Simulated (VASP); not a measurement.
Given:

```xyz
2
Lattice="0.0000 3.0552 3.0552 3.0552 0.0000 3.0552 3.0552 3.0552 0.0000" Properties=species:S:1:pos:R:3 pbc="T T T"
In     0.0000     0.0000     0.0000
As     1.5276     1.5276     1.5276
```

Method: revPBE GGA, VASP's PBE PAW potentials (set 64) (plane waves; VASP). Settings: 520 eV cut-off, 10×10×10 Γ-centred mesh, first-order Methfessel-Paxton smearing of 0.10 eV, potentials In_d As.

Unless said otherwise, spin-orbit coupling is left out, though it shifts the bands of the heavy elements here.

Question: Predict the energy per atom (σ→0), pressure, band gap (on the k-mesh) with the smallest direct gap where there is one.

Answer: 
```json
{
  "band gap (on the k-mesh)": "none (metal, semimetal or under 0.01 eV)",
  "energy per atom (σ→0)": "-343.1 kJ/mol of atoms",
  "pressure": "3.22 GPa"
}
```

The absolute energy has meaning only against runs of the same code, potentials and settings.

The compound is InAs in the zinc blende structure. This cell is one point of a volume scan, at 0.94 of the reference volume.
